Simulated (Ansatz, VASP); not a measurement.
## C (Diamond): VASP beside Ansatz

Wanted: the spread between two codes on one cell, functional and k mesh. The cell is taken from a series of VASP runs on this material, whose earlier steps may have relaxed, scaled or displaced it; both programs get it as it stands.

Program: Ansatz 0.2.0. Level of theory: plane waves, with VASP 6.6.1 beside it; elastic constants at r2SCAN. Results are calculated unless marked as measured.

### 1. Starting point

The structure is cubic, space group Fd-3m (No. 227). Conventional cell: a = 3.563 Å, b = 3.563 Å, c = 3.563 Å, α = 90.00°, β = 90.00°, γ = 90.00°. Nearest to C lie 4 C at 1.54 Å.

Structure file:

```xyz
2
Lattice="0.0000 1.7816 1.7816 1.7816 0.0000 1.7816 1.7816 1.7816 0.0000" Properties=species:S:1:pos:R:3 pbc="T T T"
C     0.0000    0.0000    0.0000
C     0.8908    0.8908    0.8908
```

### 2. VASP: elastic constants, r2SCAN

Elastic constants are differences of stresses under small strains, so they test the stress and the mesh.

Lines of VASP's logs that name or quote its potential files are left out, and so is its time.

INCAR

```
SYSTEM = C
PREC = Accurate
ENCUT = 560
EDIFF = 1E-07
NELM = 100
ISMEAR = 0
SIGMA = 0.05
LREAL = .FALSE.
ALGO = Normal
METAGGA = R2SCAN
LASPH = .TRUE.
NBANDS = 10
LORBIT = 11
LWAVE = .FALSE.
LCHARG = .FALSE.
KPAR = 2
IBRION = 6
NFREE = 2
POTIM = 0.015
ISIF = 3
NSW = 1
```

POSCAR

```
C
1.0
    0.0000000000      1.7815621285      1.7815621285
    1.7815621285      0.0000000000      1.7815621285
    1.7815621285      1.7815621285      0.0000000000
C
2
Direct
    0.0000000000      0.0000000000      0.0000000000
    0.2500000000      0.2500000000      0.2500000000
```

KPOINTS

```
Automatic mesh
0
Gamma
9 9 9
0 0 0
```

The projector-augmented-wave data sets are C (PBE family, release 64).

Started as:

```sh
mpirun -np 2 vasp_std
```

Numbers of over 12 decimals in the logs are rounded to 6 here.

The log of the run:

```text
[banner, memory and clock lines left out]
running    2 mpi-ranks, on    1 nodes
 distrk:  each k-point on    1 cores,    2 groups
 distr:  one band on    1 cores,    1 groups

 POSCAR found type information on POSCAR C
 POSCAR found :  1 types and       2 ions
|                                                                             |
|               ----> ADVICE to this user running VASP <----                  |
|                                                                             |
|     You enforced a specific xc type in the INCAR file but a different       |
|     [... a line on the potential file left out ...]
|     I HOPE YOU KNOW WHAT YOU ARE DOING!                                     |
|                                                                             |

 LDA part: xc-table for (None), standard interpolation
 POSCAR, INCAR and KPOINTS ok, starting setup
 FFT: planning ... GRIDC
 FFT: planning ... GRID_SOFT
 FFT: planning ... GRID
 WAVECAR not read
 entering main loop
       N       E                     dE             d eps       ncg     rms          rms(c)
DAV:   1    -0.131005914102E+01   -0.13101E+01   -0.54144E+03   724   0.882E+02
DAV:   2    -0.215739140733E+02   -0.20264E+02   -0.19640E+02   952   0.131E+02
DAV:   3    -0.219502152492E+02   -0.37630E+00   -0.37524E+00   824   0.146E+01
DAV:   4    -0.219510689145E+02   -0.85367E-03   -0.85361E-03   792   0.753E-01
DAV:   5    -0.219510698145E+02   -0.90004E-06   -0.90002E-06   798   0.253E-02    0.513E+00
DAV:   6    -0.197563810379E+02    0.21947E+01   -0.26618E-01   768   0.409E+00    0.383E+00
DAV:   7    -0.196585656714E+02    0.97815E-01   -0.25994E-01   740   0.394E+00    0.763E-01
DAV:   8    -0.196594675266E+02   -0.90186E-03   -0.36907E-03   778   0.574E-01    0.400E-01
DAV:   9    -0.196598239222E+02   -0.35640E-03   -0.15703E-04   766   0.159E-01    0.122E-02
DAV:  10    -0.196598242493E+02   -0.32709E-06   -0.28142E-06   836   0.148E-02    0.729E-03
DAV:  11    -0.196598243650E+02   -0.11570E-06   -0.74314E-07   762   0.836E-03    0.610E-04
DAV:  12    -0.196598243372E+02    0.27761E-07   -0.81291E-09   374   0.766E-04
   1 F= -.19659824E+02 E0= -.19659824E+02  d E =-.106781E-21
[... from here on, the cycles between the ionic steps are left out ...]
   2 F= -.19650755E+02 E0= -.19650755E+02  d E =-.870892E-16
   3 F= -.19651377E+02 E0= -.19651377E+02  d E =-.111292E-19
   5 F= -.19651377E+02 E0= -.19651377E+02  d E =-.109359E-20
   6 F= -.19650755E+02 E0= -.19650755E+02  d E =-.870799E-16
   7 F= -.19651377E+02 E0= -.19651377E+02  d E =-.110829E-19
   8 F= -.19655163E+02 E0= -.19655163E+02  d E =-.108888E-21
   9 F= -.19655163E+02 E0= -.19655163E+02  d E =-.109384E-21
  10 F= -.19655163E+02 E0= -.19655163E+02  d E =-.529977E-22
  11 F= -.19655163E+02 E0= -.19655163E+02  d E =-.535486E-22
  12 F= -.19655163E+02 E0= -.19655163E+02  d E =-.859541E-22
  13 F= -.19655163E+02 E0= -.19655163E+02  d E =-.100441E-21
  14 F= -.19655470E+02 E0= -.19655470E+02  d E =-.467244E-16
 Finite differences progress:
  Degree of freedom:   7/  7
  Displacement:        1/  2
  Total:              13/ 14
 bond charge predicted
       N       E                     dE             d eps       ncg     rms          rms(c)
DAV:   1    -0.196534602813E+02    0.20101E-02   -0.12835E+00  2514   0.870E+00    0.237E-01
DAV:   2    -0.196556337921E+02   -0.21735E-02   -0.80503E-03  2828   0.858E-01    0.149E-01
DAV:   3    -0.196554738190E+02    0.15997E-03   -0.95822E-04  2706   0.256E-01    0.144E-02
DAV:   4    -0.196554712416E+02    0.25774E-05   -0.39400E-05  2794   0.624E-02    0.871E-03
DAV:   5    -0.196554704643E+02    0.77734E-06   -0.52257E-06  2688   0.188E-02    0.625E-04
DAV:   6    -0.196554705029E+02   -0.38692E-07   -0.22197E-07  2666   0.435E-03
  15 F= -.19655471E+02 E0= -.19655471E+02  d E =-.468090E-16
 Finite differences progress:
  Degree of freedom:   7/  7
  Displacement:        2/  2
  Total:              14/ 14
```

From OUTCAR (step 2):

```text
ion  position               nearest neighbor table
   1  0.000  0.000  0.000-   2 1.54   2 1.54   2 1.54   2 1.54
   2  0.250  0.250  0.250-   1 1.54   1 1.54   1 1.54   1 1.54

  LATTYP: Found a face centered cubic cell.
 ALAT       =     3.5631242570

 Subroutine GETGRP returns: Found 48 space group operations
 (whereof 24 operations were pure point group operations)

The static configuration has the point symmetry T_d .
 The point group associated with its full space group is O_h .

 Found     35 irreducible k-points:

   k-points           NKPTS =     35   k-points in BZ     NKDIM =     35   number of bands    NBANDS=     10

   dimension x,y,z NGX =    20 NGY =   20 NGZ =   20
   dimension x,y,z NGXF=    40 NGYF=   40 NGZF=   40

   ENCUT  =  560.0 eV  41.16 Ry    6.42 a.u.   4.86  4.86  4.86*2*pi/ulx,y,z

   NELECT =       8.0000    total number of electrons

 k-points in reciprocal lattice and weights: Automatic mesh
   0.00000000  0.00000000  0.00000000       0.001
   0.11111111  0.00000000  0.00000000       0.011
   0.22222222  0.00000000  0.00000000       0.011
   0.33333333  0.00000000  0.00000000       0.011
   0.44444444  0.00000000  0.00000000       0.011
   0.11111111  0.11111111  0.00000000       0.008
   0.22222222  0.11111111  0.00000000       0.033
   0.33333333  0.11111111  0.00000000       0.033
   0.44444444  0.11111111  0.00000000       0.033
[...]
-0.33333333  0.44444444  0.11111111       0.033
  -0.33333333  0.44444444  0.22222222       0.033

 average (electrostatic) potential at core
       1 -47.4013       2 -47.4013

 E-fermi :  10.2622

 k-point     1 :       0.0000    0.0000    0.0000
  band No.  band energies     occupation
      1     -12.9813      2.00000
      2       9.5125      2.00000
      3       9.7598      2.00000
      4      10.0003      2.00000
      5      15.3897      0.00000
      6      15.5961      0.00000
      7      15.8135      0.00000
      8      23.6461      0.00000
      9      30.1911      0.00000
    ...

 k-point     2 :       0.1111    0.0000    0.0000
  band No.  band energies     occupation
      1     -12.6237      2.00000
      2       7.7084      2.00000
      3       8.9719      2.00000
      4       9.2754      2.00000
      5      16.2327      0.00000
      6      16.5427      0.00000
      7      16.7263      0.00000
      8      23.9925      0.00000
      9      30.7785      0.00000
    ...

 k-point     3 :       0.2222    0.0000    0.0000
  band No.  band energies     occupation
      1     -11.5602      2.00000
      2       3.8014      2.00000
      3       7.9629      2.00000
      4       8.2336      2.00000
      5      17.4957      0.00000
      6      17.8527      0.00000
      7      18.0544      0.00000
      8      24.9204      0.00000
      9      31.6408      0.00000
    ...

  Total       -0.0248340     -0.0209668     -0.0209668      0.0000000     -0.0358161      0.0000000
  in kB       -3.5182325     -2.9703651     -2.9703651      0.0000000     -5.0740633      0.0000000
  external PRESSURE =      -3.1529876 kB  Pullay stress =       0.0000000 kB

  energy-cutoff  :      560.00
  volume of cell :       11.31
      direct lattice vectors                 reciprocal lattice vectors
     0.000000000  1.781562129  1.781562129    -0.280652576  0.280652576  0.280652576
     1.781562129  0.000000000  1.781562129     0.280652576 -0.280652576  0.280652576
     1.781562129  1.781562129  0.000000000     0.280652576  0.280652576 -0.280652576

 POSITION                                       TOTAL-FORCE (eV/Angst)
 -----------------------------------------------------------------------------------
     -0.01500      0.00000      0.00000         0.580360      0.000000      0.000000
      0.89078      0.89078      0.89078        -0.580360     -0.000000     -0.000000
 -----------------------------------------------------------------------------------
    total drift:                                0.000537     -0.000000     -0.000000

  FREE ENERGIE OF THE ION-ELECTRON SYSTEM (eV)
  ---------------------------------------------------
  free  energy   TOTEN  =       -19.6554705029 eV

  energy  without entropy=      -19.6554705029  energy(sigma->0) =      -19.65547050

  SYMMETRIZED ELASTIC MODULI (kBar)
 Direction    XX          YY          ZZ          XY          YZ          ZX
 --------------------------------------------------------------------------------
 XX       11030.9760   1182.7090   1182.7090     -0.0000      0.0000     -0.0000
 YY        1182.7090  11030.9760   1182.7090      0.0000     -0.0000     -0.0000
 ZZ        1182.7090   1182.7090  11030.9760      0.0000      0.0000      0.0000
 XY          -0.0000      0.0000      0.0000   5872.6623      0.0000      0.0000
 YZ           0.0000     -0.0000      0.0000      0.0000   5872.6623      0.0000
 ZX          -0.0000     -0.0000      0.0000      0.0000      0.0000   5872.6623
 --------------------------------------------------------------------------------

 Eigenvectors and eigenvalues of the dynamical matrix
 ----------------------------------------------------

   1 f  =   39.681032 THz   249.323277 2PiTHz 1323.616755 cm-1   164.107488 meV
             X         Y         Z           dx          dy          dz
      0.000000  0.000000  0.000000     0.707107    0.000000    0.000000
      0.890781  0.890781  0.890781    -0.707107    0.000000    0.000000

   2 f  =   39.681032 THz   249.323277 2PiTHz 1323.616755 cm-1   164.107488 meV
             X         Y         Z           dx          dy          dz
      0.000000  0.000000  0.000000     0.000000    0.304266    0.638296
      0.890781  0.890781  0.890781     0.000000   -0.304266   -0.638296

   3 f  =   39.681032 THz   249.323277 2PiTHz 1323.616755 cm-1   164.107488 meV
             X         Y         Z           dx          dy          dz
      0.000000  0.000000  0.000000     0.000000   -0.638296    0.304266
      0.890781  0.890781  0.890781     0.000000    0.638296   -0.304266

   4 f  =    0.000001 THz     0.000004 2PiTHz    0.000023 cm-1     0.000003 meV
             X         Y         Z           dx          dy          dz
      0.000000  0.000000  0.000000     0.000000   -0.681326    0.189195
      0.890781  0.890781  0.890781     0.000000   -0.681326    0.189195

   5 f  =    0.000000 THz     0.000002 2PiTHz    0.000010 cm-1     0.000001 meV
             X         Y         Z           dx          dy          dz
      0.000000  0.000000  0.000000     0.000000   -0.189195   -0.681326
      0.890781  0.890781  0.890781     0.000000   -0.189195   -0.681326

   6 f  =    0.000000 THz     0.000000 2PiTHz    0.000000 cm-1     0.000000 meV
             X         Y         Z           dx          dy          dz
      0.000000  0.000000  0.000000     0.707107    0.000000    0.000000
      0.890781  0.890781  0.890781     0.707107    0.000000    0.000000

 ELASTIC MODULI CONTR FROM IONIC RELAXATION (kBar)
 Direction    XX          YY          ZZ          XY          YZ          ZX
 --------------------------------------------------------------------------------
 XX          -0.0000     -0.0000     -0.0000      0.0000      0.0000      0.0000
 YY          -0.0000     -0.0000     -0.0000      0.0000      0.0000      0.0000
 ZZ          -0.0000     -0.0000     -0.0000      0.0000      0.0000      0.0000
 XY           0.0000      0.0000      0.0000    -20.8691      0.0000      0.0000
 YZ           0.0000      0.0000      0.0000      0.0000    -20.8691      0.0000
 ZX           0.0000      0.0000      0.0000      0.0000      0.0000    -20.8691
 --------------------------------------------------------------------------------

 TOTAL ELASTIC MODULI (kBar)
 Direction    XX          YY          ZZ          XY          YZ          ZX
 --------------------------------------------------------------------------------
 XX       11030.9760   1182.7090   1182.7090     -0.0000      0.0000     -0.0000
 YY        1182.7090  11030.9760   1182.7090      0.0000     -0.0000     -0.0000
 ZZ        1182.7090   1182.7090  11030.9760      0.0000      0.0000      0.0000
 XY          -0.0000      0.0000      0.0000   5851.7932      0.0000      0.0000
 YZ           0.0000     -0.0000      0.0000      0.0000   5851.7932      0.0000
 ZX          -0.0000     -0.0000      0.0000      0.0000      0.0000   5851.7932
 --------------------------------------------------------------------------------

 total charge
# of ion       s       p       d       tot
------------------------------------------
    1        0.844   1.742   0.000   2.586
    2        0.844   1.742   0.000   2.586
--------------------------------------------------
tot          1.689   3.484   0.000   5.173

[... 3 further parts left out ...]
```

The last energy, forces, stress and levels in OUTCAR belong to the last displaced cell, not to the cell of POSCAR.

[end of part 1 of 2]

[Lines on the potential files, build, host, timing and source positions are cut from VASP's logs without a mark.]

[Logs are printed without paths, hosts, clocks, repeated set-up lines and the standing remarks that a program may print on its own settings, such as how far it seeks lower states.]

[Hosts, paths, dates, database ids (printed as entryN), source tags and the programs' standing remarks are cut or masked in the printed files.]
